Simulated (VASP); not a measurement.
A run of VASP 6.6.1:

Contents of INCAR:

```
SYSTEM = MoI
PREC     = Accurate       ! precision mode
ENCUT    = 600            ! plane-wave cutoff, eV
EDIFF    = 1E-6           ! SCF threshold, eV
ISMEAR   = -1             ! smearing method
SIGMA    = 0.05           ! smearing width, eV
LREAL    = .FALSE.        ! projectors in reciprocal space
LASPH    = .TRUE.         ! aspherical terms in the spheres
NELM     = 60             ! most SCF steps
ALGO     = Fast           ! electronic algorithm
ISIF     = 3              ! what is computed and relaxed
LWAVE    = .FALSE.        ! write WAVECAR
LCHARG   = .FALSE.        ! write CHGCAR
GGA      = PS             ! functional
IBRION   = 2              ! ionic algorithm
NSW      = 40             ! ionic steps
EDIFFG   = -0.01          ! ionic threshold
```

Contents of KPOINTS:

```
Automatic mesh
0
G
  7 7 5
  0 0 0
```

Contents of POSCAR:

```
MoI
1.0
    3.6232628200      0.0000000000      0.0000000000
    0.0000000000      3.6232628200      0.0000000000
    0.0000000000      0.0000000000      5.0420814100
Mo I
1 1
Direct
    0.5000000000      0.5000000000      0.5000000000
    0.0000000000      0.0000000000      0.5000000000
```

Potentials or basis: VASP PAW PBE potentials, release 64 (Mo_sv, I).

Launch:

```sh
$ cat potpaw_PBE.64/Mo_sv/POTCAR potpaw_PBE.64/I/POTCAR > POTCAR
$ mpirun -np 1 vasp_std > vasp.out
```

Hardware: 1 thread of AMD EPYC 7R43 64-Core Processor (Zen 3), on a shared host.

Question: How long does it take, and how much memory?

Answer: It took 24 min on 1 thread of AMD EPYC 7R43 64-Core Processor (Zen 3), on a shared host, peak memory 0.23 GiB. Counts: scf iterations 336, k points 30, ion steps 22.
